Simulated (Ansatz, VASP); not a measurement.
# TaSeF: spin-orbit coupling in 2 programs

The cell as given:

```cif
data_structure
_symmetry_space_group_name_H-M 'P4/mmm'
_symmetry_Int_Tables_number 123
_cell_length_a 3.6698
_cell_length_b 3.6698
_cell_length_c 4.1453
_cell_angle_alpha 90.000
_cell_angle_beta 90.000
_cell_angle_gamma 90.000
_cell_volume 55.83
loop_
_atom_site_label
_atom_site_type_symbol
_atom_site_symmetry_multiplicity
_atom_site_Wyckoff_symbol
_atom_site_fract_x
_atom_site_fract_y
_atom_site_fract_z
_atom_site_occupancy
Ta1 Ta 1 b 0.00000 0.00000 0.50000 1
Se1 Se 1 d 0.50000 0.50000 0.50000 1
F1 F 1 a 0.00000 0.00000 0.00000 1
```

The cell comes from a database or a generator and needn't be the stable form of this composition.

Kept alike: task relaxation of cell and atoms; functional PBE; k mesh 5 × 5 × 5; occupations fermi-dirac, width 0.05 eV. The mesh is that of the run's cell of 3 atoms.

- A: Ansatz, Ansatz PAW, cutoff 420 eV
- B: VASP, PBE PAW files F, Se, Ta_pv, 600 eV

| spin-orbit coupling | A: volume (Å³/atom) | B: volume (Å³/atom) |
| --- | --- | --- |
| off | 18.578 | 18.594 |
| on | 18.640 | 18.706 |

Values hold for each row's relaxed cell, which stops near the pressure aimed at (zero). Ansatz's stress holds its Pulay term.

Problem. How large is the effect of spin-orbit coupling, and do the programs agree on it?

Solution. From off to on the volume moves by +0.062 in A, +0.112 in B (Å³/atom). Row by row the programs differ by 0.016 to 0.066, and the shifts point the same way but differ by 45 % of the larger.
